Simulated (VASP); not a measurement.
These are PBE GGA with D4 dispersion, VASP's PBE PAW potentials (set 64) (plane waves; VASP) values and carry that method's errors.

Input for VASP

**KPOINTS**
```
Automatic mesh
0
G
 6 6 5
```

### INCAR
```
! general
SYSTEM  = Se
PREC    = Accurate
ENCUT   = 520   ! plane-wave cut-off (eV)
LREAL   = .FALSE.   ! projection in real space or not
LASPH   = .TRUE.   ! aspherical one-centre terms

! electronic loop
EDIFF   = 1E-7
NELM    = 100   ! most electronic steps
ALGO    = Normal   ! blocked Davidson
LMAXMIX = 4   ! l cut-off of mixed one-centre charges

! smearing
ISMEAR  = 0   ! Gaussian
SIGMA   = 0.05   ! width (eV)

! functional
GGA     = PE   ! PBE
IVDW    = 13   ! D4

! ions
IBRION  = 2   ! conjugate gradients
NSW     = 30
ISIF    = 4   ! ions and shape, fixed volume
EDIFFG  = -0.01

! output
LWAVE   = .FALSE.
LCHARG  = .FALSE.
```

POSCAR:
```
Se
1
    1.9880746658    -3.4434463192     0.0000000000
    1.9880746658     3.4434463192     0.0000000000
    0.0000000000     0.0000000000     5.0298676913
Se
3
Direct
  0.0000000000   0.2480606381   0.6666670000
  0.7519393619   0.7519393619   0.0000000000
  0.2480606381   0.0000000000   0.3333330000
```

POTCAR, in this order: Se (PBE.64 set). Program: vasp_std.

Task: Estimate the energy per atom (σ→0), dispersion energy.

Result: 
| Item | Value |
|---|---|
| energy per atom (σ→0) | -3.859 eV/atom |
| dispersion energy | -28.99 kcal/mol |

File OSZICAR:
```
...
DAV:   1    -0.103195637843E+02   -0.26739E-03   -0.29467E-02   707   0.107E+00    0.913E-02
DAV:   2    -0.103194480414E+02    0.11574E-03   -0.72300E-04   827   0.187E-01    0.489E-02
DAV:   3    -0.103194027652E+02    0.45276E-04   -0.13488E-04   772   0.802E-02    0.116E-02
DAV:   4    -0.103194047520E+02   -0.19868E-05   -0.14706E-05   797   0.270E-02    0.630E-03
DAV:   5    -0.103194049155E+02   -0.16346E-06   -0.33646E-07   743   0.439E-03    0.406E-03
DAV:   6    -0.103194050491E+02   -0.13363E-06   -0.17774E-07   496   0.338E-03    0.469E-04
DAV:   7    -0.103194050557E+02   -0.65572E-08   -0.24913E-08   351   0.127E-03
   7 F= -.11576372E+02 E0= -.11576372E+02  d E =-.400717E-03
```

The compound is Se in the trig structure. This cell is one point of a volume scan, at 0.94 of the reference volume. Symmetry was kept, so distortions that lower it aren't found.
